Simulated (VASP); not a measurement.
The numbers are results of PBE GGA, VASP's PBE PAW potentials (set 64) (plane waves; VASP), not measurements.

VASP input:

File POSCAR:
```
DyN
1
    3.8183840000     0.0000000000     0.0000000000
    0.0000000000     3.8183840000     0.0000000000
    0.0000000000     0.0000000000     4.8114820000
Dy N
2 2
Direct
  0.5000000000   0.0000000000   0.2368000000
  0.0000000000   0.5000000000   0.7632000000
  0.0000000000   0.0000000000   0.0000000000
  0.5000000000   0.5000000000   0.0000000000
```

INCAR:
```
! general
SYSTEM   =  DyN
PREC     =  Accurate
ENCUT    =  520   ! plane-wave cut-off (eV)
LREAL    =  F
LASPH    =  T   ! aspherical one-centre terms

! electronic loop
EDIFF    =  1E-6   ! SCF stop (eV)
NELM     =  100
ALGO     =  Normal
LMAXMIX  =  6   ! l cut-off of mixed one-centre charges

! smearing
ISMEAR   =  0   ! Gaussian
SIGMA    =  0.05   ! width (eV)

! functional
GGA      =  PE   ! PBE

! ions
ISIF     =  2

! output
LWAVE    =  F
LCHARG   =  F
```

File KPOINTS:
```
kpoints
0
G
 5 5 4
0 0 0
```

POTCAR, in this order: Dy_3 N (PBE.64 set). Program: vasp_std.

The run wrote:

File OUTCAR:
```
 ion  position               nearest neighbor table
   1  0.500  0.000  0.237-   3 2.22   4 2.22   4 2.22   3 2.22   2 3.53   2 3.53   2 3.53   2 3.53
                             2 3.70   2 3.70   2 3.70   2 3.70
   2  0.000  0.500  0.763-   3 2.22   4 2.22   3 2.22   4 2.22   1 3.53   1 3.53   1 3.53   1 3.53
                             1 3.70   1 3.70   1 3.70   1 3.70
   3  0.000  0.000  0.000-   1 2.22   2 2.22   2 2.22   1 2.22
   4  0.500  0.500  0.000-   1 2.22   2 2.22   1 2.22   2 2.22
  LATTYP: Found a simple tetragonal cell.
 ALAT       =     3.8183840000
 C/A-ratio  =     1.2600833232
 Subroutine PRICEL returns:
 Original cell was already a primitive cell.
 Subroutine GETGRP returns: Found 16 space group operations
The static configuration has the point symmetry D_2d.
 The point group associated with its full space group is D_4h.
The dynamic configuration has the point symmetry D_2d.
 Subroutine INISYM returns: Found 16 space group operations
 Subroutine IBZKPT returns following result:
 Found     18 irreducible k-points:

 Following reciprocal coordinates:
            Coordinates               Weight
  0.000000  0.000000  0.000000      1.000000
  0.200000  0.000000  0.000000      4.000000
  0.400000  0.000000  0.000000      4.000000
  0.200000  0.200000  0.000000      4.000000
  0.400000  0.200000  0.000000      8.000000
  0.400000  0.400000  0.000000      4.000000
  0.000000  0.000000  0.250000      2.000000
  0.200000  0.000000  0.250000      8.000000
  0.400000  0.000000  0.250000      8.000000
  0.200000  0.200000  0.250000      8.000000
  0.400000  0.200000  0.250000     16.000000
  0.400000  0.400000  0.250000      8.000000
  0.000000  0.000000  0.500000      1.000000
  0.200000  0.000000  0.500000      4.000000
  0.400000  0.000000  0.500000      4.000000
  0.200000  0.200000  0.500000      4.000000
  0.400000  0.200000  0.500000      8.000000
  0.400000  0.400000  0.500000      4.000000
...
```

OSZICAR:
```
       N       E                     dE             d eps       ncg     rms          rms(c)
DAV:   1     0.185001308261E+03    0.18500E+03   -0.13139E+04   648   0.147E+03
DAV:   2     0.649488065866E+01   -0.17851E+03   -0.17473E+03   672   0.443E+02
DAV:   3    -0.366866493417E+02   -0.43182E+02   -0.41199E+02   990   0.105E+02
DAV:   4    -0.386904053605E+02   -0.20038E+01   -0.19996E+01   792   0.265E+01
DAV:   5    -0.387389409317E+02   -0.48536E-01   -0.48464E-01   870   0.468E+00    0.461E+01
DAV:   6    -0.297585301711E+02    0.89804E+01   -0.84215E+01   824   0.515E+01    0.313E+01
DAV:   7    -0.292013845096E+02    0.55715E+00   -0.20591E+01   840   0.212E+01    0.185E+01
DAV:   8    -0.288428063462E+02    0.35858E+00   -0.77819E+00   822   0.123E+01    0.418E+00
DAV:   9    -0.286326000636E+02    0.21021E+00   -0.18328E+00   840   0.661E+00    0.604E-01
DAV:  10    -0.286338585851E+02   -0.12585E-02   -0.36866E-02   732   0.158E+00    0.446E-01
DAV:  11    -0.286339814532E+02   -0.12287E-03   -0.76926E-03   876   0.562E-01    0.221E-01
DAV:  12    -0.286338413172E+02    0.14014E-03   -0.24942E-03   872   0.262E-01    0.561E-02
DAV:  13    -0.286338038076E+02    0.37510E-04   -0.67341E-04   842   0.129E-01    0.366E-02
DAV:  14    -0.286337907306E+02    0.13077E-04   -0.85944E-05   854   0.529E-02    0.357E-03
DAV:  15    -0.286337909921E+02   -0.26145E-06   -0.23187E-06   552   0.132E-02
   1 F= -.28633791E+02 E0= -.28632105E+02  d E =-.337212E-02
```

OUTCAR:
```
------------------------ aborting loop because EDIFF is reached ----------------------------------------
  FORCE on cell =-STRESS in cart. coord.  units (eV):
  Direction    XX          YY          ZZ          XY          YZ          ZX
  --------------------------------------------------------------------------------------
  Total        7.0126995      7.0126995     -3.9283563      0.0000000     -0.0000000      0.0000000
  in kB      160.1613575    160.1613575    -89.7187853      0.0000000     -0.0000000      0.0000000
  external PRESSURE =      76.8679766 kB  Pullay stress =       0.0000000 kB
  volume of cell :       70.15
      direct lattice vectors                 reciprocal lattice vectors
     3.818384000  0.000000000  0.000000000     0.261890894  0.000000000  0.000000000
     0.000000000  3.818384000  0.000000000     0.000000000  0.261890894  0.000000000
     0.000000000  0.000000000  4.811482000     0.000000000  0.000000000  0.207836172
 POSITION                                       TOTAL-FORCE (eV/Angst)
 -----------------------------------------------------------------------------------
      1.90919      0.00000      1.13936         0.000000      0.000000     -2.009198
      0.00000      1.90919      3.67212         0.000000     -0.000000      2.009198
      0.00000      0.00000      0.00000         0.000000      0.000000      0.000000
      1.90919      1.90919      0.00000         0.000000     -0.000000      0.000000
 -----------------------------------------------------------------------------------
    total drift:                                0.000000      0.000000     -0.000000
  FREE ENERGIE OF THE ION-ELECTRON SYSTEM (eV)
  ---------------------------------------------------
  free  energy   TOTEN  =       -28.6337909921 eV

  energy  without entropy=      -28.6304188723  energy(sigma->0) =      -28.63210493
```
(Selected blocks of OUTCAR.)

The 4f electrons are frozen in the core of the lanthanide potential, so 4f levels, which can set the real gap, and their magnetism are missing.

The structure was generated: DyN was put into the litharge type (P4/nmm), which need not be its known phase. The cell was not relaxed at this level. The k-mesh is coarse (spacing up to 0.33 per Å, 2π included), so the numbers may not be converged in it.
